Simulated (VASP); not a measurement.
Level of theory: rev-vdW-DF2, VASP's PBE PAW potentials (set 64) (plane waves; VASP).

Input for VASP

### POSCAR
```
Ti
1
    1.4559483436    -2.5217765609     0.0000000000
    1.4559483436     2.5217765609     0.0000000000
    0.0000000000     0.0000000000     4.6168876758
Ti
2
Direct
  0.3333330000   0.6666670000   0.2500000000
  0.6666670000   0.3333330000   0.7500000000
```

INCAR:
```
SYSTEM=Ti
PREC=Accurate; ENCUT=520; LREAL=.False.
LASPH=.True.
EDIFF=1E-7; NELM=100; ALGO=Normal
LMAXMIX=4
ISMEAR=-5
GGA=MK; LUSE_VDW=.True.; AGGAC=0.0
PARAM1=0.1234568; PARAM2=0.7114; ZAB_VDW=-1.8867
ISIF=2
LWAVE=.False.; LCHARG=.True.; LORBIT=11
NEDOS=601
```

### KPOINTS
```
Automatic
0
G
16 16 9
```

POTCAR, in this order: Ti_sv (PBE.64 set). Program: vasp_std.

What VASP printed:

OSZICAR:
```
       N       E                     dE             d eps       ncg     rms          rms(c)
DAV:   1     0.254174611613E+03    0.25417E+03   -0.13688E+04  4800   0.188E+03
DAV:   2     0.162865154787E+02   -0.23789E+03   -0.23671E+03  4928   0.495E+02
DAV:   3    -0.113535009305E+02   -0.27640E+02   -0.27513E+02  9432   0.136E+02
DAV:   4    -0.124805233291E+02   -0.11270E+01   -0.11269E+01  4936   0.293E+01
DAV:   5    -0.125419308850E+02   -0.61408E-01   -0.61407E-01  7920   0.471E+00    0.122E+01
DAV:   6    -0.105845323200E+02    0.19574E+01   -0.73289E+00  5680   0.317E+01    0.314E+00
DAV:   7    -0.105708634902E+02    0.13669E-01   -0.75506E-01  7224   0.741E+00    0.200E+00
DAV:   8    -0.105969422148E+02   -0.26079E-01   -0.21027E-01  5528   0.627E+00    0.707E-01
DAV:   9    -0.105882006508E+02    0.87416E-02   -0.48254E-02  5840   0.262E+00    0.579E-02
DAV:  10    -0.105884476240E+02   -0.24697E-03   -0.24525E-03  7584   0.402E-01    0.842E-02
DAV:  11    -0.105884683568E+02   -0.20733E-04   -0.17735E-04  5968   0.134E-01    0.276E-02
DAV:  12    -0.105884542648E+02    0.14092E-04   -0.30023E-05  6016   0.489E-02    0.159E-03
DAV:  13    -0.105884565666E+02   -0.23018E-05   -0.65641E-07  5672   0.863E-03    0.128E-03
DAV:  14    -0.105884575173E+02   -0.95068E-06   -0.17670E-07  4272   0.314E-03    0.410E-04
DAV:  15    -0.105884575289E+02   -0.11593E-07   -0.22096E-08  3240   0.152E-03
   1 F= -.10588458E+02 E0= -.10588458E+02  d E =0.000000E+00
```

**OUTCAR**
```
------------------------ aborting loop because EDIFF is reached ----------------------------------------
  FORCE on cell =-STRESS in cart. coord.  units (eV):
  Direction    XX          YY          ZZ          XY          YZ          ZX
  --------------------------------------------------------------------------------------
  Total       -0.0107942     -0.0107942     -0.0358090      0.0000000      0.0000000     -0.0000000
  in kB       -0.5101173     -0.5101174     -1.6922742      0.0000000      0.0000000     -0.0000000
  external PRESSURE =      -0.9041696 kB  Pullay stress =       0.0000000 kB
  volume of cell :       33.90
      direct lattice vectors                 reciprocal lattice vectors
     1.455948344 -2.521776561  0.000000000     0.343418777 -0.198272919  0.000000000
     1.455948344  2.521776561  0.000000000     0.343418777  0.198272919  0.000000000
     0.000000000  0.000000000  4.616887676     0.000000000  0.000000000  0.216596129
 POSITION                                       TOTAL-FORCE (eV/Angst)
 -----------------------------------------------------------------------------------
      1.45595      0.84059      1.15422        -0.000000     -0.000000      0.000000
      1.45595     -0.84059      3.46267         0.000000      0.000000      0.000000
 -----------------------------------------------------------------------------------
    total drift:                                0.000000      0.001056     -0.000020
  FREE ENERGIE OF THE ION-ELECTRON SYSTEM (eV)
  ---------------------------------------------------
  free  energy   TOTEN  =       -10.5884575289 eV

  energy  without entropy=      -10.5884575289  energy(sigma->0) =      -10.58845753

 total charge

# of ion       s       p       d       tot
------------------------------------------
    1        2.255   6.124   1.920  10.299
    2        2.255   6.124   1.920  10.299
--------------------------------------------------
tot          4.510  12.248   3.840  20.598
```
(Selected blocks of OUTCAR.)

File OUTCAR:
```
 val. band max:        8.5129093708   @ k =   0.0000   0.0000   0.3333

 cond. band min:       8.4766011376   @ k =   0.2500   0.2500   0.4444


 Fermi energy:         8.5105424416

 k-point     1 :       0.0000    0.0000    0.0000
  band No.  band energies     occupation
      1     -48.1346      2.00000
      2     -47.9815      2.00000
      3     -24.8768      2.00000
      4     -24.1755      2.00000
      5     -24.1755      2.00000
      6     -24.1076      2.00000
      7     -24.0672      2.00000
      8     -24.0672      2.00000
      9       2.3115      2.00000
     10       5.7554      2.00000
     11       9.2560      0.00000
     12       9.2560      0.00000
     13       9.3593      0.00000
     14       9.3831      0.00000
     15       9.7683      0.00000
     16       9.7683      0.00000

 k-point     2 :       0.0625    0.0000    0.0000
  band No.  band energies     occupation
      1     -48.1302      2.00000
      2     -47.9798      2.00000
      3     -24.8675      2.00000
      4     -24.1949      2.00000
      5     -24.1820      2.00000
      6     -24.1115      2.00000
      7     -24.0874      2.00000
      8     -24.0697      2.00000
      9       2.4239      2.00000
     10       5.8445      2.00000
     11       9.0267     -0.01222
     12       9.1437      0.00000
     13       9.3360      0.00000
     14       9.5417      0.00000
     15       9.7121      0.00000
     16       9.8395      0.00000

 k-point     3 :       0.1250    0.0000    0.0000
  band No.  band energies     occupation
      1     -48.1177      2.00000
      2     -47.9749      2.00000
      3     -24.8401      2.00000
      4     -24.2502      2.00000
      5     -24.2001      2.00000
      6     -24.1442      2.00000
      7     -24.1233      2.00000
      8     -24.0771      2.00000
      9       2.7530      2.00000
     10       6.0914      2.00000
     11       8.6252      0.71215
     12       8.6916     -0.01350
     13       9.5318      0.00000
...
```

For a metal the tetrahedron method with Blöchl corrections gives inexact stress and forces.

The compound is Ti in the hcp structure. It was relaxed first.
